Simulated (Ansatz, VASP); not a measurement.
**Li2P4O11 (glassy 67P2O5-33Li2O (mol %)) in two plane-wave programs**

Aim: how closely do two programs agree when they are given the same cell, functional and k mesh? The structure shown is the start of the Ansatz relaxation below; VASP solves that cell, so the two are compared at the walk's first step.

Method: plane waves, with VASP 6.6.1 beside it; single point at PBE, in Ansatz 0.2.0.

**1. Starting point**

The cell holds 68 atoms: 16 P, 8 Li and 44 O. Its edges and angles: a = 9.541 Å, b = 9.541 Å, c = 9.541 Å, α = 90.0°, β = 90.0°, γ = 90.0°. As first built, before any earlier steps moved the atoms (in the runner's words): 68 atoms (16 P, 8 Li, 44 O) placed at random at 2.39 g/cm^3, melted at 4000 K for 10 ps at fixed volume with the Morse and Coulomb pair potential with partial charges (Pedone, Malavasi, Menziani, Cormack and Segre, J. Phys. Chem. B 110, 11780 (2006)). Quenched from 4000 K to 300 K at 20 K/ps and fixed volume, held 10 ps at zero pressure.

**2. Ansatz: relaxation, PBE**

Ansatz runs on its default PAW (the set named soft_2) files.

The two programs are compared at the cell with which this relaxation starts, whose forces are those of its first step.

Input file input.yaml:

```yaml
crystal:
  lattice:
    - [9.54148, 0.0, 0.0]
    - [0.0, 9.54148, 0.0]
    - [0.0, 0.0, 9.54148]
  atoms:
    - { symbol: P, position: [0.55881, 0.11391, 0.79256] }
    - { symbol: P, position: [0.84316, 0.16887, 0.64724] }
    - { symbol: P, position: [0.46079, 0.59561, 0.05105] }
    - { symbol: P, position: [0.4505, 0.22183, 0.34168] }
    - { symbol: P, position: [0.08574, 0.36449, 0.33616] }
    - { symbol: P, position: [0.25928, 0.00475, 0.02825] }
    - { symbol: P, position: [0.23016, 0.81898, 0.75534] }
    - { symbol: P, position: [0.59445, 0.30302, 0.05898] }
    - { symbol: P, position: [0.44901, 0.47064, 0.55547] }
    - { symbol: P, position: [0.81887, 0.55448, 0.33785] }
    - { symbol: P, position: [0.64409, 0.80484, 0.86764] }
    - { symbol: P, position: [0.41881, 0.71722, 0.34774] }
    - { symbol: P, position: [0.1527, 0.59343, 0.9555] }
    - { symbol: P, position: [0.80203, 0.64484, 0.65178] }
    - { symbol: P, position: [0.98549, 0.90152, 0.56665] }
    - { symbol: P, position: [0.63656, 0.96148, 0.35404] }
    - { symbol: Li, position: [0.26734, 0.18964, 0.60226] }
    - { symbol: Li, position: [0.09142, 0.25942, 0.02674] }
    - { symbol: Li, position: [0.096, 0.36221, 0.69861] }
    - { symbol: Li, position: [0.11901, 0.06817, 0.29022] }
    - { symbol: Li, position: [0.09421, 0.8093, 0.26039] }
    - { symbol: Li, position: [0.86811, 0.1579, 0.1877] }
    - { symbol: Li, position: [0.89764, 0.81607, 0.11431] }
    - { symbol: Li, position: [0.88712, 0.3807, 0.89077] }
    - { symbol: O, position: [0.07364, 0.67353, 0.05935] }
    - { symbol: O, position: [0.25263, 0.91601, 0.88401] }
    - { symbol: O, position: [0.02025, 0.93123, 0.41758] }
    - { symbol: O, position: [0.37444, 0.78285, 0.70087] }
    - { symbol: O, position: [0.53082, 0.83581, 0.35122] }
    - { symbol: O, position: [0.69926, 0.15417, 0.72584] }
    - { symbol: O, position: [0.52878, 0.45215, 0.03736] }
    - { symbol: O, position: [0.21736, 0.44585, 0.296] }
    - { symbol: O, position: [0.82967, 0.69475, 0.25961] }
    - { symbol: O, position: [0.9147, 0.76618, 0.6171] }
    - { symbol: O, position: [0.27265, 0.77304, 0.36194] }
    - { symbol: O, position: [0.25763, 0.15138, 0.98644] }
    - { symbol: O, position: [0.1016, 0.30708, 0.48687] }
    - { symbol: O, position: [0.68712, 0.72804, 0.72888] }
    - { symbol: O, position: [0.44887, 0.64878, 0.19827] }
    - { symbol: O, position: [0.74919, 0.31213, 0.05791] }
    - { symbol: O, position: [0.39435, 0.96104, 0.08576] }
    - { symbol: O, position: [0.13168, 0.95983, 0.10607] }
    - { symbol: O, position: [0.93211, 0.24804, 0.74368] }
    - { symbol: O, position: [0.86123, 0.54358, 0.75413] }
    - { symbol: O, position: [0.58542, 0.95282, 0.8361] }
    - { symbol: O, position: [0.30401, 0.17186, 0.33524] }
    - { symbol: O, position: [0.56943, 0.46981, 0.65839] }
    - { symbol: O, position: [0.91546, 0.02248, 0.63734] }
    - { symbol: O, position: [0.71665, 0.00694, 0.22399] }
    - { symbol: O, position: [0.30961, 0.59387, 0.99877] }
    - { symbol: O, position: [0.80734, 0.23157, 0.51004] }
    - { symbol: O, position: [0.31897, 0.46151, 0.63924] }
    - { symbol: O, position: [0.11089, 0.44386, 0.93094] }
    - { symbol: O, position: [0.51134, 0.26187, 0.19707] }
    - { symbol: O, position: [0.44934, 0.60415, 0.45937] }
    - { symbol: O, position: [0.79154, 0.59265, 0.50003] }
    - { symbol: O, position: [0.54061, 0.08907, 0.3848] }
    - { symbol: O, position: [0.16328, 0.688, 0.81749] }
    - { symbol: O, position: [0.43482, 0.12372, 0.70215] }
    - { symbol: O, position: [0.03946, 0.26214, 0.22664] }
    - { symbol: O, position: [0.55216, 0.70467, 0.95895] }
    - { symbol: O, position: [0.72794, 0.9317, 0.48117] }
    - { symbol: O, position: [0.78567, 0.82786, 0.94278] }
    - { symbol: O, position: [0.9525, 0.46693, 0.33714] }
    - { symbol: O, position: [0.68732, 0.47721, 0.299] }
    - { symbol: O, position: [0.55745, 0.20326, 0.93236] }
    - { symbol: O, position: [0.45985, 0.34285, 0.45028] }
    - { symbol: O, position: [0.12744, 0.88772, 0.65189] }
kpoints:
  mp_grid: { grid: [1, 1, 1] }
hamiltonian:
  xc: pbe
scf:
  occupations: { method: fixed }
output:
  forces: true
relax:
  f_tol: 0.05
  max_steps: 200
  cell: {}
```

Launch:

```bash
$ ansatz run input.yaml --threads 4 --pin off --max-ram 8192MiB --backend cpu --events-out ev --progress --plain --runs-dir out
```

Numbers of over 12 decimals in the logs are rounded to 6 here.

Output:

```text
Engine: ansatz 0.2.0, aarch64-unknown-linux-gnu
Pseudopotentials: kind: paw
Pseudopotential: P, paw, valence charge 5, recommended cutoff 420 eV (normal), P.paw.azcp
Pseudopotential: Li, paw, valence charge 3, recommended cutoff 420 eV (normal), Li.paw.azcp
Pseudopotential: O, paw, valence charge 6, recommended cutoff 420 eV (normal), O.paw.azcp
Functional definition: PBE
  parameter kappa = 0.804
  parameter beta = 0.066725
  exchange = pbe_x(kappa = kappa, mu = beta*pi^2/3)
  correlation = pbe_c(beta = beta)
Crystal: 68 atoms, lattice volume = 868.655 Å³
Basis set: ecut = 420 eV, 17071 PW (Γ), exchange–correlation on 128×128×128 points (8 copies of the dense FFT grid, shifted against one another)
Bands: 252, of which v1, the nominal top of the filled ones, is band 184 counted from 1 (183 counted from 0)
Symmetry: 1 space group operations
Space group: P1 (ITA 1), of the structure as read, at distance tolerance 9.5e-5 Å
k-points: 1
Non-local potential: P, projectors of the file, l = 0: 2, l = 1: 2, l = 2: 2
Non-local potential: Li, projectors of the file, l = 0: 3, l = 1: 2, l = 2: 1
Non-local potential: O, projectors of the file, l = 0: 2, l = 1: 2, l = 2: 1
PAW form: soft (Blöchl's): semilocal exchange-correlation on the pseudo side does not see the compensation charge
PAW one-centre angular grid: P, 110 points (default); XC on 64 Gauss nodes
PAW one-centre angular grid: Li, 110 points (default); XC on 64 Gauss nodes
PAW one-centre angular grid: O, 110 points (default); XC on 64 Gauss nodes
Initial density: superposition of atomic densities (neutral atoms: chi_scale 0, normalization atom), corrected by the library's trained network
Initial wavefunctions: pseudopotential atomic-orbital guess
Functional: x = pbe(κ = 0.804, μ = 0.219515), c = pbe(β = 0.066725)
SCF iter   1: F=—  HF=-38715.735811 eV  |F-HF|=—  |Δ(HF+E_count)|=         —  Δρ=6.48e-3  dr2=5.89e-1  ethr=1.77e-3  ⟨swp⟩=7.0  Hψ=940  notcnv=0  defer=66
preconditioner: auto → Resta (q_TF=auto, 2.364 Å⁻¹)  ε∞=3.0  [insulator: Δε(μ)=2.138 eV  Ē_g=16.632 eV  n_scr=178 (ndim 8)  ℏωp=23.6 eV  f_vac=0.163  ε∞_Penn≈3.0]
SCF iter   2: F=—  HF=-38715.585390 eV  |F-HF|=—  |Δ(HF+E_count)|=   1.50e-1  Δρ=3.34e-3  dr2=1.33e-1  ethr=1.60e-4  ⟨swp⟩=3.0  Hψ=412  notcnv=0  defer=66
SCF iter   3: F=—  HF=-38715.550637 eV  |F-HF|=—  |Δ(HF+E_count)|=   3.48e-2  Δρ=1.41e-3  dr2=4.09e-2  ethr=3.63e-5  ⟨swp⟩=4.0  Hψ=328  notcnv=0  defer=52
automatic band count: iteration 3 solves 238 bands in place of 252: the levels show a gap, and the empty bands left out lie too high to hold charge; the band table lists the bands solved (type scf.n_extra_bands for more)
SCF iter   4: F=—  HF=-38715.536509 eV  |F-HF|=—  |Δ(HF+E_count)|=   1.41e-2  Δρ=7.04e-4  dr2=4.51e-3  ethr=1.11e-5  ⟨swp⟩=4.0  Hψ=344  notcnv=0  defer=52
SCF iter   5: F=—  HF=-38715.535936 eV  |F-HF|=—  |Δ(HF+E_count)|=   5.74e-4  Δρ=3.62e-4  dr2=9.59e-4  ethr=1.23e-6  ⟨swp⟩=3.0  Hψ=419  notcnv=0  defer=52
SCF iter   6: F=—  HF=-38715.535884 eV  |F-HF|=—  |Δ(HF+E_count)|=   5.19e-5  Δρ=9.82e-5  dr2=6.38e-5  ethr=2.60e-7  ⟨swp⟩=3.0  Hψ=418  notcnv=0  defer=52
SCF iter   7: F=—  HF=-38715.537831 eV  |F-HF|=—  |Δ(HF+E_count)|=   1.95e-3  Δρ=5.30e-5  dr2=1.97e-5  ethr=1.73e-8  ⟨swp⟩=3.0  Hψ=383  notcnv=0  defer=52
SCF iter   8: F=—  HF=-38715.537833 eV  |F-HF|=—  |Δ(HF+E_count)|=   1.83e-6  Δρ=1.36e-5  dr2=1.48e-6  ethr=5.35e-9  ⟨swp⟩=3.0  Hψ=359  notcnv=0  defer=52
SCF iter   9: F=—  HF=-38715.537834 eV  |F-HF|=—  |Δ(HF+E_count)|=   1.18e-6  Δρ=5.77e-6  dr2=2.57e-7  ethr=4.03e-10  ⟨swp⟩=3.0  Hψ=419  notcnv=0  defer=52
SCF iter  10: F=-38715.537835 eV  HF=-38715.537835 eV  |F-HF|=1.18e-8  |Δ(HF+E_count)|=   1.43e-7  Δρ=3.07e-6  dr2=6.96e-8  ethr=2.72e-11  ⟨swp⟩=6.0  Hψ=839  notcnv=0
SCF 1 converged in 10 iterations: F = -38715.537835 eV  dr2 = 6.96e-8
  greatest PAW one-centre occupation: 1.000 electrons in one spin orbital (limit 2), on the Li atom at site 17 (counted from 0), in its partial waves of l = 0
relax step   1: F+E_penalty+E_count = -38715.53783459 eV  Δ(F+E_penalty+E_count) = +0.000e0 eV  max|allowed force component| = 6.186e0 eV/Å  Δτ_max = 0.0000 Å  P = +2.716 GPa  Ω = 868.655 Å³  (10 SCF iters, dr2 threshold 1.00e-7 eV, accepted)
Crystal: 68 atoms, lattice volume = 857.549 Å³
Basis set: ecut = 420 eV, 16783 PW (Γ), exchange–correlation on 128×128×128 points (8 copies of the dense FFT grid, shifted against one another)
Initial density: handed on by an earlier stage of this run
Initial wavefunctions: those handed on with the density
iter 1 solved again at ethr=2.21e-4 eV; its pass at ethr=3.10e-3 eV (dr2=8.12e-1 eV) is discarded
SCF iter   1: F=—  HF=-38719.504130 eV  |F-HF|=—  |Δ(HF+E_count)|=         —  Δρ=1.21e-2  dr2=8.05e-1  ethr=2.21e-4  ⟨swp⟩=2.0  Hψ=945  notcnv=0  defer=52
[...]
atom  21  Li    -0.00328267    -0.00112267     0.00425182
  atom  22  Li    -0.01044593    -0.00215284     0.00048502
  atom  23  Li    -0.00919562     0.00985026     0.00914037
  atom  24  Li     0.00496104    -0.00318972     0.00176293
  atom  25  O      0.00704749    -0.00657748    -0.01577259
  atom  26  O     -0.01674801     0.00599482     0.00175408
  atom  27  O      0.00646076    -0.00722861     0.00510919
  atom  28  O      0.00157890     0.00508875    -0.00327060
  atom  29  O      0.00541992    -0.00807997    -0.00343371
  atom  30  O     -0.00406295     0.00242114    -0.00162495
  atom  31  O     -0.00539653     0.00871911    -0.00184276
  atom  32  O     -0.00729837     0.00708314    -0.01229155
  atom  33  O      0.00356257     0.01293155    -0.00683786
  atom  34  O      0.00462116    -0.00022022    -0.01280142
  atom  35  O     -0.00450302     0.00221737     0.00642121
  atom  36  O      0.00011567    -0.00251934     0.00414348
  atom  37  O     -0.01172976    -0.00338680     0.00052380
  atom  38  O     -0.00096731     0.00236675    -0.00007143
  atom  39  O      0.00245239     0.01390418     0.00984773
  atom  40  O      0.00282480     0.00351741    -0.00262396
  atom  41  O      0.01192853    -0.00528609     0.00637030
  atom  42  O     -0.00959684    -0.00962860    -0.00207600
  atom  43  O     -0.02127455     0.00109571     0.00653808
  atom  44  O     -0.00271089    -0.00003143     0.01046843
[...]
atom  61  O      0.01525990     0.00630743    -0.00999305
  atom  62  O     -0.00431551    -0.00534902     0.00469919
  atom  63  O     -0.00383619    -0.00512573    -0.00392865
  atom  64  O     -0.00072054    -0.00812106    -0.00048474
  atom  65  O      0.00436703     0.00510223    -0.00001736
  atom  66  O      0.00130940     0.00709322    -0.00976076
  atom  67  O      0.01110060     0.00919789    -0.00346837
  atom  68  O     -0.01274750    -0.00361077    -0.00774969
  max |Σ_I F_I| component: 6.22e-6 eV/Å
--- Stress (GPa, compression-positive) ---
        0.037143       0.019644      -0.000250
        0.019642      -0.002271       0.000654
       -0.000245       0.000656      -0.010756
  P = ⅓ Tr σ = 0.0080 GPa (0.080 kbar)
--- Relaxed structure (149 steps of the walk, 136 accepted, 7 SCFs on fresh bases) ---
  F+E_penalty+E_count = -38727.60652564 eV   max|allowed force component| = 3.419e-2 eV/Å   (the final SCF, on the basis selected at the relaxed cell)
  cell:  # Å, volume = 985.6155 Å³
    - [11.850914, -0.093250, 0.672562]
    - [-0.093250, 9.252986, 0.462661]
    - [0.672562, 0.462661, 9.050771]
  atoms:
    - { symbol: P, position: [0.610350, 0.084562, 0.758743] }
    - { symbol: P, position: [0.852747, 0.174919, 0.723583] }
    - { symbol: P, position: [0.460077, 0.574977, -0.052509] }
    - { symbol: P, position: [0.471084, 0.164844, 0.307363] }
    - { symbol: P, position: [0.125425, 0.352242, 0.422287] }
    - { symbol: P, position: [0.088852, 0.051345, 0.056290] }
    - { symbol: P, position: [0.177208, 0.938938, 0.765402] }
    - { symbol: P, position: [0.534543, 0.277325, -0.00819691] }
    - { symbol: P, position: [0.504801, 0.415280, 0.480298] }
    - { symbol: P, position: [0.943509, 0.565192, 0.368841] }
    - { symbol: P, position: [0.660303, 0.781069, 0.847909] }
    - { symbol: P, position: [0.435390, 0.676885, 0.264776] }
    - { symbol: P, position: [0.211420, 0.631479, 0.890179] }
    - { symbol: P, position: [0.845011, 0.657304, 0.678843] }
    - { symbol: P, position: [0.978474, 0.927529, 0.604847] }
    - { symbol: P, position: [0.600406, 0.884143, 0.351818] }
    - { symbol: Li, position: [0.296354, 0.207768, 0.579664] }
    - { symbol: Li, position: [0.165823, 0.303630, 0.158774] }
    - { symbol: Li, position: [0.110767, 0.320056, 0.795075] }
    - { symbol: Li, position: [-0.051006, 0.124927, 0.315946] }
    - { symbol: Li, position: [0.165598, 0.771047, 0.209982] }
    - { symbol: Li, position: [0.757473, 0.375385, 0.459296] }
    - { symbol: Li, position: [0.883608, 0.864835, 0.232999] }
    - { symbol: Li, position: [0.813497, 0.382618, 0.948123] }
    - { symbol: O, position: [0.165429, 0.657282, 0.043506] }
    - { symbol: O, position: [0.084179, 0.957437, 0.897191] }
    - { symbol: O, position: [-0.052257, 0.953148, 0.453437] }
    - { symbol: O, position: [0.276498, 1.039333, 0.733326] }
    - { symbol: O, position: [0.541118, 0.784738, 0.232332] }
    - { symbol: O, position: [0.727992, 0.110787, 0.815695] }
    - { symbol: O, position: [0.461445, 0.409127, -0.079213] }
    - { symbol: O, position: [0.227243, 0.412832, 0.314174] }
    - { symbol: O, position: [0.985243, 0.707227, 0.284758] }
    - { symbol: O, position: [0.952326, 0.764001, 0.681892] }
    - { symbol: O, position: [0.323272, 0.740216, 0.266324] }
    - { symbol: O, position: [0.125079, 0.206662, 0.991680] }
    - { symbol: O, position: [0.145344, 0.293595, 0.579628] }
    - { symbol: O, position: [0.736388, 0.765136, 0.691659] }
    - { symbol: O, position: [0.466162, 0.581204, 0.114714] }
    - { symbol: O, position: [0.649932, 0.326285, 0.010056] }
    - { symbol: O, position: [0.173977, 0.970090, 0.138527] }
    - { symbol: O, position: [-0.034949, 1.035312, 0.128795] }
    - { symbol: O, position: [0.905264, 0.257451, 0.830700] }
    - { symbol: O, position: [0.835022, 0.545786, 0.806939] }
    - { symbol: O, position: [0.580826, 0.914369, 0.811840] }
    - { symbol: O, position: [0.362745, 0.119526, 0.397503] }
    - { symbol: O, position: [0.618336, 0.461133, 0.514303] }
    - { symbol: O, position: [0.912071, 0.017138, 0.724745] }
[...]
- { symbol: O, position: [0.570367, 0.645068, 0.851957] }
    - { symbol: O, position: [0.537605, 0.846178, 0.501545] }
    - { symbol: O, position: [0.718792, 0.783155, 0.978923] }
    - { symbol: O, position: [1.037853, 0.493914, 0.457633] }
    - { symbol: O, position: [0.869070, 0.463402, 0.304181] }
    - { symbol: O, position: [0.522649, 0.157932, 0.880875] }
    - { symbol: O, position: [0.532835, 0.308485, 0.342219] }
    - { symbol: O, position: [0.108297, 0.947660, 0.618666] }
```

In the SCF lines HF is the Harris–Foulkes energy and dr2 the Hartree energy of the density residual, in eV; the loop may stop once dr2 is under the threshold and the program's other checks hold. Hψ counts applications of the Hamiltonian.

[end of part 1 of 2]

[Lines on the potential files, build, host, timing and source positions are cut from VASP's logs without a mark.]

[Logs are printed without paths, hosts, clocks, repeated set-up lines and the standing remarks that a program may print on its own settings, such as how far it seeks lower states.]

[Hosts, paths, dates, database ids (printed as entryN), source tags and the programs' standing remarks are cut or masked in the printed files.]
